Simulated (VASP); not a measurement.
# Zr2CrN2 (I4/mmm) in VASP: relaxation of cell and atoms with PBE

Aim: the relaxation of cell and atoms of Zr2CrN2 with PBE.

Program: VASP 6.6.1. These are calculated values, not measurements. Logs are shortened: lines on timing, memory, paths and dates and some standing lists are left out, and cuts for length are marked.

## Step 1: The crystal as given

Symmetry: I4/mmm, No. 139, tetragonal system. The conventional cell has a = 4.455 Å, b = 4.455 Å, c = 7.482 Å, α = 90.00°, β = 90.00°, γ = 90.00°. Around Zr (site symmetry 4mm) lie 1 Cr at 2.34 Å and 4 N at 2.63 Å. Around Cr (site symmetry 4/mmm) lie 4 N at 2.23 Å and 2 Zr at 2.34 Å. N (site symmetry mmm) is surrounded by 2 Cr at 2.23 Å.

The cell was built by a generator and needn't be a form met in nature.

## Step 2: Relaxation of cell and atoms, PBE, collinear spin, ferromagnetic start

The input, INCAR:

```
  PREC = Normal
  ENCUT = 520
  EDIFF = 1E-4
  ISMEAR = 0
  SIGMA = 0.15
  LREAL = F
  LASPH = T
  NELM = 60
  ALGO = Fast
  ISIF = 3
  LWAVE = F
  LCHARG = F
  ISPIN = 2
  MAGMOM = 0 0 3 0 0
  LORBIT = 11
  LMAXMIX = 4
  GGA = PE
  IBRION = 2
  NSW = 24
  EDIFFG = -0.08
```

The input, KPOINTS:

```
Automatic mesh
0
Gamma
  4 4 4
```

The input, POSCAR:

```
Zr2CrN2
1.0
   -2.2275839000      2.2275839000      3.7409952000
    2.2275839000     -2.2275839000      3.7409952000
    2.2275839000      2.2275839000     -3.7409952000
Zr Cr N
2 1 2
Direct
    0.6872121800      0.6872121800      0.0000000000
    0.3127878200      0.3127878200      0.0000000000
    0.0000000000      0.0000000000      0.0000000000
    0.5000000000      0.0000000000      0.5000000000
    0.0000000000      0.5000000000      0.5000000000
```

Potentials or basis: VASP PAW PBE potentials, release 64 (Zr_sv, Cr_pv, N).

Started as:

```console
$ cat potpaw_PBE.64/Zr_sv/POTCAR potpaw_PBE.64/Cr_pv/POTCAR potpaw_PBE.64/N/POTCAR > POTCAR
$ mpirun -np 1 vasp_std > vasp.out
```

OUTCAR:

```text
PREC = Normal
   ENCUT = 520
   EDIFF = 1E-4
   ISMEAR = 0
   LREAL = F
   LASPH = T
   NELM = 60
   ISIF = 3
   ISPIN = 2
   LORBIT = 11
   GGA = PE
   IBRION = 2
   NSW = 24
   EDIFFG = -0.08

 ion  position               nearest neighbor table
   1  0.687  0.687  0.000-   3 2.34   4 2.63   5 2.63   4 2.63   5 2.63   2 2.80   2 3.29   2 3.29
                             2 3.29   2 3.29   3 3.45   3 3.45   3 3.45   3 3.45
   2  0.313  0.313  0.000-   3 2.34   4 2.63   5 2.63   4 2.63   5 2.63   1 2.80   1 3.29   1 3.29
                             1 3.29   1 3.29   3 3.45   3 3.45   3 3.45   3 3.45
   3  0.000  0.000  0.000-   4 2.23   5 2.23   5 2.23   4 2.23   1 2.34   2 2.34   1 3.45   2 3.45
                             1 3.45   2 3.45   1 3.45   2 3.45   1 3.45   2 3.45
   4  0.500  0.000  0.500-   3 2.23   3 2.23   1 2.63   2 2.63   2 2.63   1 2.63
   5  0.000  0.500  0.500-   3 2.23   3 2.23   1 2.63   2 2.63   1 2.63   2 2.63

  LATTYP: Found a body centered tetragonal cell.
 ALAT       =     4.4551678000
 C/A-ratio  =     1.6793958692

  Lattice vectors:

 A1 = (  -2.2275839000,   2.2275839000,   3.7409952000)
 A2 = (   2.2275839000,  -2.2275839000,   3.7409952000)
 A3 = (   2.2275839000,   2.2275839000,  -3.7409952000)

Analysis of symmetry for initial positions (statically):
=====================================================================
 Subroutine PRICEL returns:
 Original cell was already a primitive cell.

 Routine SETGRP: Setting up the symmetry group for a
 body centered tetragonal supercell.

 Subroutine GETGRP returns: Found 16 space group operations
 (whereof 16 operations were pure point group operations)
 out of a pool of 16 trial point group operations.

The static configuration has the point symmetry D_4h.

Analysis of symmetry for dynamics (positions and initial velocities):
=====================================================================
 Subroutine PRICEL returns:
 Original cell was already a primitive cell.

 Routine SETGRP: Setting up the symmetry group for a
 body centered tetragonal supercell.

 Subroutine GETGRP returns: Found 16 space group operations
 (whereof 16 operations were pure point group operations)
 out of a pool of 16 trial point group operations.

The dynamic configuration has the point symmetry D_4h.

Analysis of structural, dynamic, and magnetic symmetry:
=====================================================================
 Subroutine PRICEL returns:
 Original cell was already a primitive cell.

 Routine SETGRP: Setting up the symmetry group for a
 body centered tetragonal supercell.

 Subroutine GETGRP returns: Found 16 space group operations
 (whereof 16 operations were pure point group operations)
 out of a pool of 16 trial point group operations.

The overall configuration has the point symmetry D_4h.

 Subroutine INISYM returns: Found 16 space group operations
 (whereof 16 operations are pure point group operations),
 and found     1 'primitive' translations

----------------------------------------------------------------------------------------

                                     Primitive cell

  volume of cell :      74.2532

  direct lattice vectors                    reciprocal lattice vectors
    -2.227583900  2.227583900  3.740995200     0.000000000  0.224458437  0.133654275
     2.227583900 -2.227583900  3.740995200     0.224458437  0.000000000  0.133654275
     2.227583900  2.227583900 -3.740995200     0.224458437  0.224458437  0.000000000

  length of vectors
     4.890736667  4.890736667  4.890736667     0.261237545  0.261237545  0.317432165

  position of ions in fractional coordinates (direct lattice)
     0.687212180  0.687212180  0.000000000
     0.312787820  0.312787820  0.000000000
     0.000000000  0.000000000  0.000000000
     0.500000000  0.000000000  0.500000000
     0.000000000  0.500000000  0.500000000

  ion indices of the primitive-cell ions
   primitive index   ion index
                 1           1
                 2           2
                 3           3
                 4           4
                 5           5

----------------------------------------------------------------------------------------

 KPOINTS: Automatic mesh
[... 42 lines left out ...]
   dimension x,y,z NGXF=    56 NGYF=   56 NGZF=   56
   ions per type =               2   1   2
   NGX,Y,Z   is equivalent  to a cutoff of   9.52,  9.52,  9.52 a.u.
   NGXF,Y,Z  is equivalent  to a cutoff of  19.04, 19.04, 19.04 a.u.
 SYSTEM =  unknown system
   PREC   = normal    normal or accurate (medium, high low for compatibility)
   ISTART =      0    job   : 0-new  1-cont  2-samecut
   ICHARG =      2    charge: 1-file 2-atom 10-const
   ISPIN  =      2    spin polarized calculation?
   LNONCOLLINEAR =      F non collinear calculations
   LSORBIT =      F    spin-orbit coupling
   LASPH  =      T    aspherical Exc in radial PAW
   ENCUT  =  520.0 eV  38.22 Ry    6.18 a.u.   9.09  9.09  9.09*2*pi/ulx,y,z
   NELM   =     60;   NELMIN=  2; NELMDL= -5     # of ELM steps
   EDIFF  = 0.1E-03   stopping-criterion for ELM
   LREAL  =      F    real-space projection
   EDIFFG = -.8E-01   stopping-criterion for IOM
   NSW    =     24    number of steps for IOM
   IBRION =      2    ionic relax: 0-MD 1-quasi-New 2-CG
   NFREE  =      1    steps in history (QN), initial steepest desc. (CG)
   ISIF   =      3    stress and relaxation
   ISYM   =      2    0-nonsym 1-usesym 2-fastsym
   POTIM  = 0.5000    time-step for ionic-motion
   TEBEG  =    0.0;   TEEND  =   0.0 temperature during run
   PSTRESS=    0.0 pullay stress
   NELECT =      46.0000    total number of electrons
   NUPDOWN=      -1.0000    fix difference up-down
   EMIN   =  10.00;   EMAX   =-10.00  energy-range for DOS
   EFERMI =   0.00;   METHOD = LEGACY
   ISMEAR =     0;   SIGMA  =   0.15  broadening in eV -4-tet -1-fermi 0-gaus
   EFERMI_NEDOS =   21; number of points for ismear=-14 and -15
   IALGO  =     68    algorithm
   IMIX   =      4    mixing-type and parameters
     AMIX     =   0.40;   BMIX     =  1.00
     AMIX_MAG =   1.60;   BMIX_MAG =  1.00
  volume/ion in A,a.u.               =      14.85       100.22
  Fermi-wavevector in a.u.,A,eV,Ry     =   1.395583  2.637270 26.499414  1.947652
  Thomas-Fermi vector in A             =   2.519021
   LORBIT       =     11    0 simple, 1 ext, 2 COOP (PROOUT), +10 PAW based schemes
   GGA     = PE    functional components
   LHFCALC =     F    Hartree Fock is set to
   AEXX    =    0.0000 exact exchange contribution
   IVDW    =     0    specifies the selected vdW correction
   LEPSILON=     F    determine dielectric tensor
   LRPA    =     F    only Hartree local field effects (RPA)
 conjugate gradient relaxation of ions
 spin polarized calculation
 RMM-DIIS sequential band-by-band and
 Gauss-broadening in eV      SIGMA  =   0.15
  energy-cutoff  :      520.00
  volume of cell :       74.25
 maximum number of plane-waves:      2022
   NGX = 19   NGY = 19   NGZ = 19

--------------------------------------- Ionic step        1  -------------------------------------------

 number of electron      45.9999980 magnetization       1.1555597

 Free energy of the ion-electron system (eV)
  ---------------------------------------------------
  ext. energy  EPLUGINS =         0.00000000
  ---------------------------------------------------
  free energy    TOTEN  =       -42.21300322 eV

  energy without entropy =      -42.17120226  energy(sigma->0) =      -42.19210274

------------------------ aborting loop because EDIFF is reached ----------------------------------------

  FORCE on cell =-STRESS in cart. coord.  units (eV):
  Direction    XX          YY          ZZ          XY          YZ          ZX
  --------------------------------------------------------------------------------------
  -------------------------------------------------------------------------------------
  Total      -15.0045583    -15.0045583      2.6811365      0.0000000      0.0000000      0.0000000
  in kB     -323.7565133   -323.7565133     57.8514474      0.0000000      0.0000000      0.0000000
  external PRESSURE =    -196.5538597 kB  Pullay stress =       0.0000000 kB
[... 102 lines left out ...]
  FREE ENERGIE OF THE ION-ELECTRON SYSTEM (eV)
  ---------------------------------------------------
  free  energy   TOTEN  =       -45.2175072565 eV

  energy  without entropy=      -45.1880541515  energy(sigma->0) =      -45.20278070

 E-fermi :  10.6852     XC(G=0): -12.3925

 val. band max:       10.6699317140   @ k =  -0.2500   0.5000   0.2500
 cond. band min:      10.6897907451   @ k =  -0.2500  -0.2500   0.2500
 fundamental gap:      0.0198590311
 Fermi energy:        10.6851914025

 spin component 1

 k-point     1 :       0.0000    0.0000    0.0000
  band No.  band energies     occupation
      1     -38.4566      1.00000
      2     -38.1717      1.00000
      3     -32.9079      1.00000
      4     -32.9079      1.00000
      5     -32.4256      1.00000
      6     -17.2117      1.00000
[... 824 lines left out ...]
     28      13.3002      0.00000
     29      13.3017      0.00000

[... ionic steps 4 to 10 ...]

--------------------------------------- Ionic step       11  -------------------------------------------

 number of electron      46.0000035 magnetization      -0.7791678

------------------------ aborting loop because EDIFF is reached ----------------------------------------
[... 73 lines left out ...]
--------------------------------------- Ionic step       13  -------------------------------------------

 number of electron      46.0000038 magnetization      -0.7273097

 Free energy of the ion-electron system (eV)
  ---------------------------------------------------
  ext. energy  EPLUGINS =         0.00000000
  ---------------------------------------------------
  free energy    TOTEN  =       -46.78490360 eV

  energy without entropy =      -46.75042194  energy(sigma->0) =      -46.76766277

 E-fermi :   9.5546     XC(G=0): -11.9241

 val. band max:        9.5444707805   @ k =   0.5000   0.5000   0.2500
 cond. band min:       9.5768871324   @ k =   0.2500   0.2500   0.0000
 fundamental gap:      0.0324163519
 Fermi energy:         9.5546400196

 spin component 1

 k-point     1 :       0.0000    0.0000    0.0000
  band No.  band energies     occupation
      1     -39.6676      1.00000
      2     -39.5278      1.00000
      3     -33.8579      1.00000
      4     -33.8579      1.00000
      5     -33.3653      1.00000
      6     -18.2580      1.00000
[... 856 lines left out ...]
  FREE ENERGIE OF THE ION-ELECTRON SYSTEM (eV)
  ---------------------------------------------------
  free  energy   TOTEN  =       -46.7849036022 eV

  energy  without entropy=      -46.7504219362  energy(sigma->0) =      -46.76766277

 reached required accuracy - stopping structural energy minimisation

 total charge

# of ion       s       p       d       tot
------------------------------------------
    1        2.170   5.991   1.579   9.740
    2        2.170   5.991   1.579   9.740
    3        0.395   6.523   4.347  11.264
    4        1.270   2.453   0.000   3.723
    5        1.270   2.453   0.000   3.723
--------------------------------------------------
tot          7.275  23.411   7.504  38.190

 magnetization (x)

# of ion       s       p       d       tot
------------------------------------------
    1        0.001   0.003   0.014   0.018
    2        0.001   0.003   0.014   0.018
    3       -0.011  -0.010  -0.761  -0.782
    4        0.001  -0.002   0.000  -0.001
    5        0.001  -0.002   0.000  -0.001
--------------------------------------------------
tot         -0.007  -0.009  -0.732  -0.749
```

Run time: 8.3 min. Hardware: 1 thread of Intel Xeon Platinum 8259CL at 2.50GHz (Skylake/Cascade Lake), shared host; peak memory 0.21 GiB.

What came out:

```yaml
Free_energy: -46.7849 eV
Relaxed_volume: 13.73 Å³/atom
Relaxed_cell: a = 5.597 Å, b = 5.597 Å, c = 5.597 Å, α = 141.09°, β = 141.09°, γ = 56.20°
Space_group_after_relaxing_to_0.05_Å: I4/mmm (No. 139)
Energy_gained_by_relaxing: 914.4 meV/atom
Ionic_steps: 13
Pressure_after_relaxing: -0.4 GPa
Largest_force_after_relaxing: 0.064 eV/Å
Band_gap_on_the_k_mesh: none (metal or under the smearing width)
Net_moment: -0.73 μB per cell
Site_moments: Zr +0.02; Cr -0.78; N -0.00 μB
Valence_electrons_inside_the_program's_atomic_spheres: Zr 9.74; Cr 11.26; N 3.72
```

Forces on the atoms (eV/Å):
```
Zr   0.000  0.000  0.064
Zr   0.000  0.000 -0.064
Cr   0.000  0.000  0.000
N    0.000  0.000  0.000
N    0.000  0.000  0.000
```

Stress tensor (GPa, compression positive):
```
-0.22  0.00  0.00
 0.00 -0.22  0.00
 0.00  0.00 -0.87
```

Step by step:
```tsv
step	energy change (eV)	largest force (eV/Å)	pressure (GPa)	volume (Å³)
1	0.0000	3.5875	-19.66	74.25
2	-2.7348	0.3715	32.60	55.71
3	-3.0045	0.8148	13.83	58.87
4	-3.8832	0.5352	4.92	63.37
5	-4.5402	0.2467	-3.96	69.44
6	-4.5370	0.2003	-2.90	68.99
7	-4.5404	0.2150	-3.08	69.22
8	-4.4948	0.5080	7.30	66.75
9	-4.5666	0.3395	1.00	68.32
10	-4.5672	0.3238	0.71	68.45
11	-4.5672	0.3187	0.47	68.50
12	-4.5714	0.0261	-0.93	68.68
13	-4.5719	0.0637	-0.44	68.63
```

Final structure:
```
Zr Cr N
1.0
    -1.86419    1.86419    4.93723
     1.86419   -1.86419    4.93723
     1.86419    1.86419   -4.93723
Zr Cr N
2 1 2
Direct
  0.64560 0.64560 0.00000
  0.35440 0.35440 0.00000
  0.00000 0.00000 0.00000
  0.50000 0.00000 0.50000
  0.00000 0.50000 0.50000
```

Caveat: the k mesh is coarse (spacing up to 0.50 Å⁻¹), so the values aren't converged; a cell with one magnetic atom can't hold antiferromagnetic order, which such compounds often take; the relaxation stopped at a loose force limit of 0.08 eV/Å, so its end isn't a converged minimum. With open d or f shells a metallic result of PBE can be an artefact of self-interaction; +U or a hybrid may open a gap.
